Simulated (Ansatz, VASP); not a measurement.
# Hf (Hafnium) in two plane-wave programs, part 2 of 2

Wanted: the spread between two codes on one cell, functional and k mesh. Of the first pair: The structure shown is the end of the Ansatz relaxation below.

VASP 6.6.1 and Ansatz 0.2.0.

So far: Starting point; Ansatz: relaxation, PBEsol; VASP: single point, PBEsol; Differences.

## Step 5: VASP: zone-centre phonons, PBEsol

Level of this step: PBEsol; plane waves and PAW (Hf_pv) (VASP).

Second derivatives magnify differences that forces hide, and they need a tight electronic threshold. The cell compared in this pair holds 38.89 Å³, against 44.94 Å³ for the pair before.

Input file INCAR:

```
SYSTEM = Hf
PREC = Accurate
ENCUT = 500
EDIFF = 1E-08
NELM = 120
ISMEAR = 1
SIGMA = 0.2
LREAL = .FALSE.
ALGO = Normal
GGA = PS
NBANDS = 16
LASPH = .TRUE.
LORBIT = 11
LWAVE = .FALSE.
LCHARG = .FALSE.
ISIF = 2
IBRION = 8
GGA_COMPAT = .FALSE.
KPAR = 2
```

Input file POSCAR:

```
Hf
1.0
    3.0450024217      0.0000000000      0.0000000000
   -1.5225012108      2.6370494518      0.0000000000
    0.0000000000      0.0000000000      4.8431277098
Hf
2
Direct
    0.3333333334      0.6666666668      0.2500000000
    0.6666666668      0.3333333334      0.7500000000
```

Input file KPOINTS:

```
Automatic mesh
0
Gamma
15 15 8
0 0 0
```

The projector-augmented-wave data sets are Hf_pv (PBE family, release 64).

Started as:

```sh
$ mpirun -np 2 vasp_std
```

Numbers of over 12 decimals in the logs are rounded to 6 here.

Log:

```text
[banner, memory and clock lines left out]
running    2 mpi-ranks, on    1 nodes
[...]
[... a notice as in an earlier step ...]

 LDA part: xc-table for (Slater+PW92), standard interpolation
 POSCAR, INCAR and KPOINTS ok, starting setup
[...]
entering main loop
       N       E                     dE             d eps       ncg     rms          rms(c)
DAV:   1     0.485278601243E+02    0.48528E+02   -0.11439E+04  4336   0.117E+03
DAV:   2    -0.199657222083E+02   -0.68494E+02   -0.66916E+02  5808   0.257E+02
DAV:   3    -0.214673732027E+02   -0.15017E+01   -0.14978E+01  5600   0.265E+01
DAV:   4    -0.214769205499E+02   -0.95473E-02   -0.95465E-02  5376   0.257E+00
[...]
DAV:  13    -0.208355908598E+02    0.38140E-07   -0.13515E-08  4024   0.908E-04    0.122E-03
DAV:  14    -0.208355908407E+02    0.19033E-07   -0.10685E-09  2920   0.282E-04    0.321E-04
DAV:  15    -0.208355908379E+02    0.28019E-08   -0.20114E-10  2792   0.113E-04
   1 F= -.20835591E+02 E0= -.20836253E+02  d E =0.198539E-02
[...]
RMM:  14    -0.198963736587E+00   -0.73198E-08   -0.17344E-07 37900   0.387E-05    0.291E-06
RMM:  15    -0.198963742513E+00   -0.59256E-08   -0.10623E-07 30018   0.335E-05    0.587E-06
RMM:  16    -0.198963752466E+00   -0.99536E-08   -0.65128E-08 29305   0.316E-05    0.694E-06
 first order change of Fermi-energy  -0.45923E-05
 force on displaced ion       1 direction 1 :  -1.695  -0.000   0.000
 Linear response progress:
  Degree of freedom:   2/  2
       N       E                     dE             d eps       ncg     rms          rms(c)
RMM:   1    -0.242808602622E+00   -0.24281E+00    0.50888E+00  6459   0.125E+01
RMM:   2    -0.251994725815E+00   -0.91861E-02   -0.45132E-02  9559   0.126E+00    0.772E-01
RMM:   3    -0.251084937492E+00    0.90979E-03   -0.27690E-03 10938   0.292E-01    0.233E-01
RMM:   4    -0.250973452568E+00    0.11148E-03   -0.68020E-04 13200   0.993E-02    0.203E-01
[...]
RMM:  23    -0.250587618763E+00   -0.22263E-08   -0.67332E-07  4966   0.173E-05    0.154E-07
RMM:  24    -0.250587622525E+00   -0.37622E-08   -0.74502E-07  4714   0.173E-05    0.201E-07
RMM:  25    -0.250587621686E+00    0.83923E-09   -0.70903E-07  4505   0.173E-05    0.631E-08
 first order change of Fermi-energy  -0.14199E-03
 force on displaced ion       1 direction 3 :   0.000  -0.000  -6.786
 Linear response finished
```

OUTCAR, selected parts (step 5):

```text
  Total        3.3962798      3.3962798      3.3557411      0.0000000      0.0000000     -0.0000000
  in kB      139.9207765    139.9207765    138.2506540      0.0000000      0.0000000     -0.0000000
  external PRESSURE =     139.3640690 kB  Pullay stress =       0.0000000 kB

 POSITION                                       TOTAL-FORCE (eV/Angst)
 -----------------------------------------------------------------------------------
      0.00000      1.75803      1.21078        -0.000000      0.000000      0.000000
      1.52250      0.87902      3.63235         0.000000      0.000000      0.000000
 -----------------------------------------------------------------------------------
    total drift:                               -0.000000     -0.000000      0.000000

[... 1 part as in an earlier step ...]

[... 1 further part left out ...]
```

## Step 6: Ansatz: zone-centre phonons, PBEsol

The same cell, functional, mesh and smearing now go to Ansatz, which takes its cutoff from its data sets.

The cell is taken from a series of runs on this material, whose earlier steps may have relaxed, scaled, displaced or heated it; both programs get it as it stands.

Input file input.yaml:

```yaml
crystal:
  lattice:
    - [3.0450024217, 0.0, 0.0]
    - [-1.5225012108, 2.6370494518, 0.0]
    - [0.0, 0.0, 4.8431277098]
  atoms:
    - { symbol: Hf, position: [0.3333333333, 0.6666666667, 0.25] }
    - { symbol: Hf, position: [0.6666666667, 0.3333333333, 0.75] }
kpoints:
  mp_grid: { grid: [15, 15, 8] }
hamiltonian:
  xc: pbesol
  pseudopotentials: { kind: paw, azcp: { folder: soft_1 }, xc_functional: pbe }
scf:
  occupations: { method: methfessel_paxton, width: 0.2 }
output:
  eigenvalues: true
phonons:
  method: dfpt
```

Started as:

```sh
$ ansatz run input.yaml --threads 4 --pin off --max-ram 10240MiB --backend cpu --events-out ev --progress --plain --runs-dir out
```

Log:

```text
zone centre: on kpoints.mp_grid the ground state, and the responses unless they are solved on pairs of k-points, stand on 320 of the mesh's 1800 k-points, reduced under 4 symmetry operations, with k and −k counted as one. Each operation leaves every solved displacement unchanged or reverses it
[...]
Crystal: 2 atoms, lattice volume = 38.889 Å³
[...]
k mesh reduced under 4 symmetry operations, with k and −k counted as one. Each operation leaves every solved displacement unchanged or reverses it
  ASR residual: 3.765e-5 → 0.000e0 eV/Å²; symmetrization residual: 1.542e-9 eV/Å²
  ASR residual per site (eV/Å²): 3.76e-5 3.76e-5
  Γ frequencies (cm⁻¹): 0.00 0.00 0.00 71.32 71.32 145.28
  non-analytic LO–TO correction: not included (Born effective charges unavailable; polar crystals: no LO–TO splitting at Γ)
[key lines of the parts left out:]
SCF converged after 10 iterations
Free energy (F): -31197.425685 eV
Fermi energy:    21.025797 eV
```

## Step 7: Differences

What differs besides the data sets and the points named for the pairs above, as far as they apply: the data sets hold 52 valence electrons in Ansatz (on its PAW soft_1 files) and 20 in VASP. Total energies have different zeros and are not compared.

Compared:

```csv
quantity,Ansatz,VASP,difference
optical mode 1 to 2 (cm⁻¹),71.3,71.9,-0.77 %
optical mode 3 (cm⁻¹),145.3,143.8,+1.03 %
```

Modes are paired by rising frequency, not by their patterns, so a pair may set unlike modes beside each other; they are those without the splitting of longitudinal modes.

## Step 8: Results

```json
{
 "difference in pressure (single point, PBEsol)": "0.38 GPa",
 "r.m.s. difference of the optical zone-centre modes, each program's sorted by frequency (zone-centre phonons, PBEsol)": "0.97 cm⁻¹",
 "difference in optical mode 3 (zone-centre phonons, PBEsol)": "+1.0 %"
}
```

**Reading.** The difference in pressure is 0.38 GPa (single point, PBEsol), within the 1 GPa picked in this series as the mark of a large difference. The data sets hold unlike numbers of valence electrons (52 in Ansatz and 20 in VASP), so part of the differences comes from the potentials. Among the rows given in per cent, the largest difference of the zone-centre phonons, PBEsol pair is in optical mode 3, +1.0 %. Such differences can come from data sets, numerical settings and the points named under the comparisons, not from the functional's error against experiment.

[Lines on the potential files, build, host, timing and source positions are cut from VASP's logs without a mark.]

[Logs are printed without paths, hosts, clocks, repeated set-up lines and the standing remarks that a program may print on its own settings, such as how far it seeks lower states.]

[Hosts, paths, dates, database ids (printed as entryN), source tags and the programs' standing remarks are cut or masked in the printed files.]
